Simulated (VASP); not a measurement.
# La5Ge3 with PBEsol: from relaxation to properties, part 4 of 6

What structure does La5Ge3 take at this level, and what are its properties? Left out of this account: 1 further run (relaxation: it shows nothing beyond the runs told). The start is a computed cell from the Materials Project.

VASP 6.6.1; PBEsol; plane waves and PAW (La, Ge_d).

So far. Step 3 (Second relaxation): It ends with a largest force of 0.007 eV/Å and a pressure of 0.02 GPa. The volume moved by under 0.01 %: the run met its threshold at the first step. Step 4 (Single point with fields (PBEsol)): In this run the pressure is 0.02 GPa, small enough to go on.

**6. Total and projected DOS (PBEsol)**

Here the states are counted by energy and projected on the atoms. The mesh is finer than in the run before.

File INCAR:

```
SYSTEM = La5Ge3
PREC = Accurate
ENCUT = 410
EDIFF = 1E-06
NELM = 100
ISMEAR = -5
SIGMA = 0.2
LREAL = .FALSE.
ALGO = Normal
GGA = PS
NBANDS = 140
LASPH = .TRUE.
LORBIT = 11
LWAVE = .FALSE.
LCHARG = .FALSE.
KPAR = 8
NEDOS = 2001
```

File POSCAR:

```
La5Ge3
1.0
    8.9337803919      0.0000000000      0.0000000000
   -4.4668901959      7.7368807713      0.0000000000
    0.0000000000      0.0000000000      6.7174537308
La Ge
10 6
Direct
    0.6666666700      0.3333333300      0.0000000000
    0.3333333300      0.6666666700      0.0000000000
    0.3333333300      0.6666666700      0.5000000000
    0.6666666700      0.3333333300      0.5000000000
    0.7467885728      0.7467885728      0.7500000000
    0.2532114272      0.0000000000      0.7500000000
    0.0000000000      0.2532114272      0.7500000000
    0.2532114272      0.2532114272      0.2500000000
    0.7467885728      0.0000000000      0.2500000000
    0.0000000000      0.7467885728      0.2500000000
    0.3891162677      0.3891162677      0.7500000000
    0.6108837323      0.0000000000      0.7500000000
    0.0000000000      0.6108837323      0.7500000000
    0.6108837323      0.6108837323      0.2500000000
    0.3891162677      0.0000000000      0.2500000000
    0.0000000000      0.3891162677      0.2500000000
```

File KPOINTS:

```
Automatic mesh
0
Gamma
5 5 5
0 0 0
```

The projector-augmented-wave data sets are La and Ge_d (PBE family, release 64).

Run with:

```
mpirun -np 8 vasp_std
```

Log:

```text
[banner, memory and clock lines left out]
running    8 mpi-ranks, on    1 nodes
 distrk:  each k-point on    1 cores,    8 groups
 distr:  one band on    1 cores,    1 groups

 POSCAR found type information on POSCAR LaGe
 POSCAR found :  2 types and      16 ions
|                                                                             |
|           W    W    AA    RRRRR   N    N  II  N    N   GGGG   !!!           |
|           W    W   A  A   R    R  NN   N  II  NN   N  G    G  !!!           |
|           W    W  A    A  R    R  N N  N  II  N N  N  G       !!!           |
|           W WW W  AAAAAA  RRRRR   N  N N  II  N  N N  G  GGG   !            |
|           WW  WW  A    A  R   R   N   NN  II  N   NN  G    G                |
|           W    W  A    A  R    R  N    N  II  N    N   GGGG   !!!           |
|                                                                             |
|     For optimal performance we recommend to set                             |
|       NCORE = 2 up to number-of-cores-per-socket                            |
|     NCORE specifies how many cores store one orbital (NPAR=cpu/NCORE).      |
|     This setting can greatly improve the performance of VASP for DFT.       |
|     The default, NCORE=1 might be grossly inefficient on modern             |
|     multi-core architectures or massively parallel machines. Do your        |
|     Unfortunately you need to use the default for GW and RPA                |
|     calculations (for HF NCORE is supported but not extensively tested      |
|     yet).                                                                   |
|                                                                             |

 [... a notice as in an earlier step ...]

 LDA part: xc-table for (Slater+PW92), standard interpolation
 POSCAR, INCAR and KPOINTS ok, starting setup
 FFT: planning ... GRIDC
 FFT: planning ... GRID_SOFT
 FFT: planning ... GRID
 WAVECAR not read
 entering main loop
       N       E                     dE             d eps       ncg     rms          rms(c)
DAV:   1     0.267106991219E+04    0.26711E+04   -0.56899E+04  4328   0.220E+03
DAV:   2     0.103930169641E+04   -0.16318E+04   -0.14212E+04  4720   0.538E+02
DAV:   3     0.115538899850E+03   -0.92376E+03   -0.89094E+03  5864   0.292E+02
DAV:   4    -0.735306847103E+02   -0.18907E+03   -0.18185E+03  6832   0.151E+02
DAV:   5    -0.922910178567E+02   -0.18760E+02   -0.18237E+02  7992   0.590E+01    0.123E+01
DAV:   6    -0.934485627843E+02   -0.11575E+01   -0.54897E+01  8400   0.224E+01    0.629E+00
DAV:   7    -0.937880974921E+02   -0.33953E+00   -0.14576E+01  8352   0.140E+01    0.357E+00
DAV:   8    -0.940701293610E+02   -0.28203E+00   -0.42464E+00  8016   0.707E+00    0.131E+00
DAV:   9    -0.941266125313E+02   -0.56483E-01   -0.11797E+00  8400   0.391E+00    0.858E-01
DAV:  10    -0.941599735669E+02   -0.33361E-01   -0.37046E-01  8400   0.200E+00    0.561E-01
DAV:  11    -0.941752485955E+02   -0.15275E-01   -0.14114E-01  8400   0.110E+00    0.309E-01
DAV:  12    -0.941826809832E+02   -0.74324E-02   -0.61185E-02  8400   0.687E-01    0.186E-01
DAV:  13    -0.941877114252E+02   -0.50304E-02   -0.41109E-02  8264   0.497E-01    0.847E-02
DAV:  14    -0.941891920594E+02   -0.14806E-02   -0.14398E-02  8368   0.346E-01    0.505E-02
DAV:  15    -0.941900682200E+02   -0.87616E-03   -0.87430E-03  8048   0.223E-01    0.217E-02
DAV:  16    -0.941904044911E+02   -0.33627E-03   -0.35387E-03  8320   0.161E-01    0.813E-03
DAV:  17    -0.941905002864E+02   -0.95795E-04   -0.10336E-03  7208   0.867E-02    0.205E-02
DAV:  18    -0.941905634365E+02   -0.63150E-04   -0.55947E-04  6952   0.560E-02    0.910E-03
DAV:  19    -0.941905872453E+02   -0.23809E-04   -0.20874E-04  6336   0.378E-02    0.821E-03
DAV:  20    -0.941905964859E+02   -0.92406E-05   -0.77508E-05  5584   0.234E-02    0.807E-03
DAV:  21    -0.941906074316E+02   -0.10946E-04   -0.77639E-05  6568   0.232E-02    0.277E-03
DAV:  22    -0.941906096264E+02   -0.21948E-05   -0.20562E-05  5248   0.154E-02    0.180E-03
DAV:  23    -0.941906105676E+02   -0.94124E-06   -0.74089E-06  4080   0.842E-03
   1 F= -.94190611E+02 E0= -.94190611E+02  d E =0.000000E+00
|                                                                             |
|           W    W    AA    RRRRR   N    N  II  N    N   GGGG   !!!           |
|           W    W   A  A   R    R  NN   N  II  NN   N  G    G  !!!           |
|           W    W  A    A  R    R  N N  N  II  N N  N  G       !!!           |
|           W WW W  AAAAAA  RRRRR   N  N N  II  N  N N  G  GGG   !            |
|           WW  WW  A    A  R   R   N   NN  II  N   NN  G    G                |
|           W    W  A    A  R    R  N    N  II  N    N   GGGG   !!!           |
|                                                                             |
|     Tetrahedron method does not include variations of the Fermi             |
|     occupations, so forces and stress will be inaccurate. We suggest        |
|     using a different smearing scheme ISMEAR = 1 or 2 for metals in         |
|     relaxations.                                                            |
|                                                                             |
```

It took 9.4 min on 8 MPI ranks of AMD EPYC 7R43, shared host; peak memory 5.7 GiB; 73 min of CPU time.

OUTCAR, selected parts (step 6):

```text
   k-points           NKPTS =     15   k-points in BZ     NKDIM =     15   number of bands    NBANDS=    140

   NELECT =     194.0000    total number of electrons

 E-fermi :   7.6204

 k-point     1 :       0.0000    0.0000    0.0000
  band No.  band energies     occupation
    ...
     96       7.4674      2.00000
     97       7.4674      2.00000
     98       7.4756      2.00000
     99       7.6157      1.07459
    100       7.6157      1.02270
    101       7.6615      0.00000
    102       7.8756      0.00000
    103       7.9438      0.00000
    104       8.5133      0.00000
    105       8.7832      0.00000
    ...

  Total        0.3416617      0.3416617      0.1883921      0.0000000     -0.0000000      0.0000000
  in kB        1.1789651      1.1789651      0.6500808      0.0000000     -0.0000000      0.0000000
  external PRESSURE =       1.0026703 kB  Pullay stress =       0.0000000 kB

 POSITION                                       TOTAL-FORCE (eV/Angst)
 -----------------------------------------------------------------------------------
      4.46689      2.57896      0.00000        -0.000000     -0.000000     -0.000000
     -0.00000      5.15792      0.00000         0.000000     -0.000000     -0.000000
     -0.00000      5.15792      3.35873         0.000000     -0.000000     -0.000000
      4.46689      2.57896      3.35873         0.000000     -0.000000     -0.000000
      3.33582      5.77781      5.03809         0.019055      0.033004      0.000000
      2.26214      0.00000      5.03809        -0.038109     -0.000000     -0.000000
     -1.13107      1.95907      5.03809         0.019055     -0.033004     -0.000000
      1.13107      1.95907      1.67936        -0.019055     -0.033004      0.000000
      6.67165      0.00000      1.67936         0.038109     -0.000000      0.000000
     -3.33582      5.77781      1.67936        -0.019055      0.033004     -0.000000
      1.73814      3.01055      5.03809         0.002964      0.005133      0.000000
      5.45750      0.00000      5.03809        -0.005928     -0.000000      0.000000
     -2.72875      4.72633      5.03809         0.002964     -0.005133     -0.000000
      2.72875      4.72633      1.67936        -0.002964     -0.005133      0.000000
      3.47628      0.00000      1.67936         0.005928     -0.000000      0.000000
     -1.73814      3.01055      1.67936        -0.002964      0.005133     -0.000000
 -----------------------------------------------------------------------------------
    total drift:                                0.000000     -0.000000      0.000000

  FREE ENERGIE OF THE ION-ELECTRON SYSTEM (eV)
  ---------------------------------------------------
  free  energy   TOTEN  =       -94.1906105676 eV

  energy  without entropy=      -94.1906105676  energy(sigma->0) =      -94.19061057

[... 7 parts as in an earlier step ...]

[... 9 further parts left out ...]
```

With tetrahedra the forces and stress of a metal are not exact derivatives of the energy.

This step gave:

| Item | Value |
| --- | --- |
| bands | 140 |
| irreducible k-points | 15 |
| free energy (TOTEN) | -94.1906 eV |
| Fermi energy | 7.620 eV |
| pressure | 0.1003 GPa |
| DOS at the Fermi level | 19.87 states/eV/cell |

The density of states has structure finer than the step of the table below, so its rows give means over 0.5 eV, whole bins alone (the curve runs from -12.0 to 1.11 eV). Peaks (eV: height): total -7.18: 28.6, -0.87: 25.9, 0.06: 26.6, 0.94: 26.4; La d -0.87: 4.31, 0.06: 9.21, 0.29: 6.69, 0.94: 8.58; Ge p -2.51: 3.88, -1.17: 4.64, -0.99: 4.15, -0.87: 5.37; La f 0.94: 4.85; La p -7.42: 0.896, -7.18: 1.43, -0.99: 0.857, -0.87: 1.19.

States under -12.0 eV and over 1.1 eV are left out. The density of states by energy, zero at the Fermi level; means over each step; values in states/eV/cell:

```csv
energy (eV),total,La d,Ge p,La f,La p,Ge s
-9.0,0,0,0,0,0,0
-8.5,0.00785,3.0e-5,0,0,9.0e-5,0.00389
-8.0,2.46,0.0384,0.00293,0.00401,0.0689,1.27
-7.5,13.8,0.413,0.0156,0.0441,0.612,7.52
-7.0,7.73,0.194,0.00965,0.0448,0.377,4.38
-6.5,0,0,0,0,0,0
-6.0,0,0,0,0,0,0
-5.5,0,0,0,0,0,0
-5.0,0,0,0,0,0,0
-4.5,0,0,0,0,0,0
-4.0,0,0,0,0,0,0
-3.5,0,0,0,0,0,0
-3.0,0.436,0.0517,0.0759,0.00170,0.00593,0.00134
-2.5,16.5,1.97,2.99,0.104,0.339,0.0530
-2.0,12.0,2.08,2.41,0.201,0.253,0.0661
-1.5,14.3,2.51,2.89,0.384,0.408,0.0852
-1.0,19.5,3.51,3.84,0.667,0.757,0.0836
-0.5,12.6,2.47,2.00,0.495,0.537,0.0428
0.0,19.7,6.46,0.871,0.963,0.589,0.0446
0.5,11.5,4.11,0.371,1.27,0.191,0.0160
```

The finer mesh and the other smearing move the Fermi level by +0.02 eV from the 3×3×4 run, a small shift, which tests the Fermi level alone. Of the states within 0.3 eV of the Fermi level, the largest shares in the PAW spheres are La d 33 % and La f 5 %. The rest lies in smaller channels or between the spheres.

**7. Optical spectrum (PBEsol)**

LOPTICS sums transitions from filled to empty bands. NBANDS is raised for it.

File INCAR:

```
SYSTEM = La5Ge3
PREC = Accurate
ENCUT = 410
EDIFF = 1E-06
NELM = 100
ISMEAR = 1
SIGMA = 0.2
LREAL = .FALSE.
ALGO = Normal
GGA = PS
NBANDS = 225
LASPH = .TRUE.
LORBIT = 11
LWAVE = .FALSE.
LCHARG = .FALSE.
KPAR = 8
LOPTICS = .TRUE.
NEDOS = 1500
CSHIFT = 0.1
```

POSCAR is that of step 6.

KPOINTS is that of step 6.

Run with:

```
mpirun -np 8 vasp_std
```

Log:

```text
[banner, memory and clock lines left out]
running    8 mpi-ranks, on    1 nodes
 distrk:  each k-point on    1 cores,    8 groups
 distr:  one band on    1 cores,    1 groups

 POSCAR found type information on POSCAR LaGe
 POSCAR found :  2 types and      16 ions
 [... a notice as in an earlier step ...]

 [... a notice as in an earlier step ...]

 LDA part: xc-table for (Slater+PW92), standard interpolation
 POSCAR, INCAR and KPOINTS ok, starting setup
 FFT: planning ... GRIDC
 FFT: planning ... GRID_SOFT
 FFT: planning ... GRID
 WAVECAR not read
 entering main loop
       N       E                     dE             d eps       ncg     rms          rms(c)
DAV:   1     0.238419859334E+04    0.23842E+04   -0.44636E+04  7430   0.137E+03
DAV:   2     0.784861422333E+03   -0.15993E+04   -0.11272E+04  6934   0.310E+02
DAV:   3     0.481605903220E+02   -0.73670E+03   -0.62875E+03  6750   0.163E+02
DAV:   4    -0.809111006316E+02   -0.12907E+03   -0.11853E+03  7899   0.765E+01
DAV:   5    -0.955564588564E+02   -0.14645E+02   -0.14113E+02 10827   0.260E+01    0.108E+01
DAV:   6    -0.950181652447E+02    0.53829E+00   -0.26068E+01 12940   0.841E+00    0.619E+00
DAV:   7    -0.942911721384E+02    0.72699E+00   -0.44012E+00 10932   0.540E+00    0.370E+00
DAV:   8    -0.942220716556E+02    0.69100E-01   -0.78976E-01 10996   0.198E+00    0.124E+00
DAV:   9    -0.942061414071E+02    0.15930E-01   -0.94772E-02  9612   0.106E+00    0.441E-01
DAV:  10    -0.942053877816E+02    0.75363E-03   -0.19981E-02 10476   0.350E-01    0.128E-01
DAV:  11    -0.942055971652E+02   -0.20938E-03   -0.32143E-03 11420   0.142E-01    0.621E-02
DAV:  12    -0.942056638691E+02   -0.66704E-04   -0.44239E-04 11540   0.488E-02    0.331E-02
DAV:  13    -0.942057022129E+02   -0.38344E-04   -0.14711E-04 12036   0.229E-02    0.148E-02
DAV:  14    -0.942057104633E+02   -0.82504E-05   -0.33799E-05 11924   0.110E-02    0.846E-03
DAV:  15    -0.942057148619E+02   -0.43986E-05   -0.20201E-05  9700   0.760E-03    0.257E-03
DAV:  16    -0.942057150343E+02   -0.17241E-06   -0.24769E-06  8412   0.322E-03
   1 F= -.94205715E+02 E0= -.94188233E+02  d E =-.524460E-01
 optical routines
 imaginary and real dielectric function
 recalculating local potential from charge density
 direction            1
 direction            2
 direction            3
```

It took 10 min on 8 MPI ranks; peak memory 14 GiB.

OUTCAR, selected parts (step 7):

```text
   k-points           NKPTS =     15   k-points in BZ     NKDIM =     15   number of bands    NBANDS=    225

   NELECT =     194.0000    total number of electrons

 E-fermi :   7.6126

 k-point     1 :       0.0000    0.0000    0.0000
  band No.  band energies     occupation
    ...
     97       7.4672      1.93800
     98       7.4741      1.91434
     99       7.6182      0.95306
    100       7.6182      0.95305
    101       7.6594      0.61562
    102       7.8760     -0.06861
    103       7.9463     -0.03988
    104       8.5094     -0.00000
    105       8.7839     -0.00000
    106       8.7839     -0.00000
    ...

  Total        0.2212590      0.2212590      0.1736475      0.0000000      0.0000000      0.0000000
  in kB        0.7634942      0.7634942      0.5992019      0.0000000      0.0000000      0.0000000
  external PRESSURE =       0.7087301 kB  Pullay stress =       0.0000000 kB

 POSITION                                       TOTAL-FORCE (eV/Angst)
 -----------------------------------------------------------------------------------
      4.46689      2.57896      0.00000         0.000000     -0.000000     -0.000000
     -0.00000      5.15792      0.00000         0.000000     -0.000000     -0.000000
     -0.00000      5.15792      3.35873         0.000000     -0.000000     -0.000000
      4.46689      2.57896      3.35873         0.000000     -0.000000     -0.000000
      3.33582      5.77781      5.03809         0.015535      0.026908      0.000000
      2.26214      0.00000      5.03809        -0.031070     -0.000000     -0.000000
     -1.13107      1.95907      5.03809         0.015535     -0.026908      0.000000
      1.13107      1.95907      1.67936        -0.015535     -0.026908     -0.000000
      6.67165      0.00000      1.67936         0.031070     -0.000000      0.000000
     -3.33582      5.77781      1.67936        -0.015535      0.026908     -0.000000
      1.73814      3.01055      5.03809         0.008569      0.014842     -0.000000
      5.45750      0.00000      5.03809        -0.017138     -0.000000     -0.000000
     -2.72875      4.72633      5.03809         0.008569     -0.014842     -0.000000
      2.72875      4.72633      1.67936        -0.008569     -0.014842     -0.000000
      3.47628      0.00000      1.67936         0.017138     -0.000000      0.000000
     -1.73814      3.01055      1.67936        -0.008569      0.014842      0.000000
 -----------------------------------------------------------------------------------
    total drift:                                0.000000     -0.000000      0.000000

  FREE ENERGIE OF THE ION-ELECTRON SYSTEM (eV)
  ---------------------------------------------------
  free  energy   TOTEN  =       -94.2057150343 eV

  energy  without entropy=      -94.1532690691  energy(sigma->0) =      -94.18823305

 plasma frequency squared (from intraband transitions) (eV^2)
  --------------------------------------------------------------------------------------
       4.206       0.000      -0.000
       0.000       4.206       0.000
       0.000       0.000       3.678

[... 8 parts as in an earlier step ...]

[... 8 further parts left out ...]
```

Spin-orbit coupling is off here; with elements this heavy it splits and shifts levels by tenths of an eV or more. These are independent-particle spectra without excitons or local fields, and fine structure depends on the mesh and on CSHIFT. The intraband (Drude) part is not in this spectrum.

Numbers from this step:

| Quantity | Value |
| --- | --- |
| SCF cycles | 16 |
| bands | 225 |
| free energy (TOTEN) | -94.2057 eV |
| energy at zero smearing | -94.1882 eV |
| Fermi energy | 7.613 eV |
| pressure | 0.07087 GPa |

The imaginary dielectric function has structure finer than the step of the table below, so its rows give means over 1 eV, whole bins alone (the curve runs from 0 to 25.0 eV). Peaks (eV: height): xx 0.2: 140; zz 0.2: 63.0.

Imaginary dielectric function against photon energy; means over each step:

```csv
photon energy (eV),xx,zz
1,30.1,26.7
2,19.1,19.1
3,12.0,12.1
4,8.99,8.39
5,9.09,8.16
6,6.11,4.95
7,2.83,2.38
8,1.89,1.61
9,1.28,1.49
10,0.729,0.833
11,0.363,0.524
12,0.173,0.259
13,0.0964,0.159
14,0.0694,0.0863
15,0.0909,0.178
16,1.14,1.28
17,1.73,1.77
18,1.32,1.65
19,1.52,1.71
20,1.63,1.63
21,1.38,1.43
22,1.27,1.19
23,0.667,0.708
24,0.473,0.394
```

Real dielectric function against photon energy:

```csv
photon energy (eV),xx,zz
0.0,229,119
0.5,5.50,18.8
1.0,13.9,9.84
1.5,4.07,8.25
2.0,1.92,4.83
2.5,-0.817,-0.714
3.0,-1.63,-1.18
3.5,-0.796,-0.748
4.0,0.766,-1.74
4.5,0.0774,0.347
5.0,-1.89,-2.29
5.5,-3.17,-3.56
6.0,-4.39,-3.42
6.5,-4.21,-3.54
7.0,-3.33,-2.50
7.5,-2.54,-2.02
8.0,-2.06,-1.29
8.5,-1.86,-1.01
9.0,-1.65,-0.917
9.5,-1.35,-1.17
10.0,-1.12,-0.772
10.5,-0.817,-0.513
11.0,-0.568,-0.350
11.5,-0.291,-0.184
12.0,-0.0426,0.0857
12.5,0.165,0.291
13.0,0.377,0.483
13.5,0.575,0.676
14.0,0.780,0.901
14.5,1.01,1.17
15.0,1.30,1.56
15.5,1.77,2.11
16.0,2.59,2.06
16.5,1.20,1.47
17.0,1.32,1.50
17.5,0.581,0.956
18.0,0.628,0.445
18.5,0.927,0.791
19.0,0.809,0.992
19.5,0.730,0.258
20.0,0.124,0.259
20.5,0.196,0.178
21.0,0.123,-0.232
21.5,0.0499,-0.0547
22.0,-0.312,-0.371
22.5,-0.427,-0.373
23.0,-0.405,-0.434
23.5,-0.129,-0.293
24.0,-0.156,-0.230
24.5,-0.0537,-0.124
```

(Continued in part 5 of 6.)

[Lines on the potential files, build, host, timing and source positions are cut from VASP's logs without a mark.]

[Logs are printed without paths, hosts, clocks, repeated set-up lines and the standing remarks that a program may print on its own settings, such as how far it seeks lower states.]

[Hosts, paths, dates, database ids (printed as entryN), source tags and the programs' standing remarks are cut or masked in the printed files.]

[A measured line is paired with the nearest computed mode of its activity, which favours agreement.]

[In band tables of VASP the shares of atoms and orbitals are scaled to a sum of 1 inside the atoms' spheres.]
